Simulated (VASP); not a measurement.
These are PBE GGA, VASP's PBE PAW potentials (set 64) (plane waves; VASP) values and carry that method's errors.

VASP ran on this input.

File POSCAR:
```
Zr
1
    1.6150000000    -2.7972620000     0.0000000000
    1.6150000000     2.7972620000     0.0000000000
    0.0000000000     0.0000000000     5.1500000000
Zr
2
Direct
  0.3333330000   0.6666670000   0.2500000000
  0.6666670000   0.3333330000   0.7500000000
```

**KPOINTS**
```
Automatic mesh
0
Gamma
10 10 6
0 0 0
```

**INCAR**
```
ALGO=Normal
EDIFF=1E-6
ENCUT=400
GGA=PE
ISIF=2
ISMEAR=1
LASPH=T
LCHARG=F
LMAXMIX=4
LREAL=F
LWAVE=F
NELM=100
PREC=Accurate
SIGMA=0.1
SYSTEM=Zr
```

POTCAR, in this order: Zr_sv (PBE.64 set). Program: vasp_std.

Output

File OSZICAR:
```
       N       E                     dE             d eps       ncg     rms          rms(c)
DAV:   1     0.180285502854E+03    0.18029E+03   -0.12012E+04  1792   0.123E+03
DAV:   2    -0.480308023796E+01   -0.18509E+03   -0.18353E+03  2240   0.370E+02
DAV:   3    -0.175329323200E+02   -0.12730E+02   -0.12678E+02  3448   0.686E+01
DAV:   4    -0.177425216785E+02   -0.20959E+00   -0.20953E+00  1936   0.100E+01
DAV:   5    -0.177474066288E+02   -0.48850E-02   -0.48848E-02  2824   0.111E+00    0.143E+01
DAV:   6    -0.171509688006E+02    0.59644E+00   -0.95482E-01  1840   0.862E+00    0.565E+00
DAV:   7    -0.170347503476E+02    0.11622E+00   -0.62461E-01  2552   0.606E+00    0.112E+00
DAV:   8    -0.170403237188E+02   -0.55734E-02   -0.38931E-02  2304   0.165E+00    0.284E-01
DAV:   9    -0.170405375489E+02   -0.21383E-03   -0.17865E-03  2232   0.440E-01    0.381E-02
DAV:  10    -0.170404945974E+02    0.42952E-04   -0.41165E-05  2648   0.427E-02    0.225E-02
DAV:  11    -0.170404951106E+02   -0.51326E-06   -0.97642E-06  2016   0.388E-02
   1 F= -.17040495E+02 E0= -.17040747E+02  d E =0.755184E-03
```

**OUTCAR**
```
------------------------ aborting loop because EDIFF is reached ----------------------------------------
  FORCE on cell =-STRESS in cart. coord.  units (eV):
  Direction    XX          YY          ZZ          XY          YZ          ZX
  --------------------------------------------------------------------------------------
  Total        0.0452073      0.0452073      0.0689462      0.0000000      0.0000000      0.0000000
  in kB        1.5565971      1.5565971      2.3739844      0.0000000      0.0000000      0.0000000
  external PRESSURE =       1.8290595 kB  Pullay stress =       0.0000000 kB
  volume of cell :       46.53
      direct lattice vectors                 reciprocal lattice vectors
     1.615000000 -2.797262000  0.000000000     0.309597523 -0.178746217  0.000000000
     1.615000000  2.797262000  0.000000000     0.309597523  0.178746217  0.000000000
     0.000000000  0.000000000  5.150000000     0.000000000  0.000000000  0.194174757
 POSITION                                       TOTAL-FORCE (eV/Angst)
 -----------------------------------------------------------------------------------
      1.61500      0.93242      1.28750         0.000000     -0.000000      0.000000
      1.61500     -0.93242      3.86250        -0.000000      0.000000      0.000000
 -----------------------------------------------------------------------------------
    total drift:                                0.000000      0.001130     -0.000019
  FREE ENERGIE OF THE ION-ELECTRON SYSTEM (eV)
  ---------------------------------------------------
  free  energy   TOTEN  =       -17.0404951106 eV

  energy  without entropy=      -17.0412502943  energy(sigma->0) =      -17.04074684
```
(Selected blocks of OUTCAR.)

The compound is Zr in the hcp structure. The cell was not relaxed at this level.
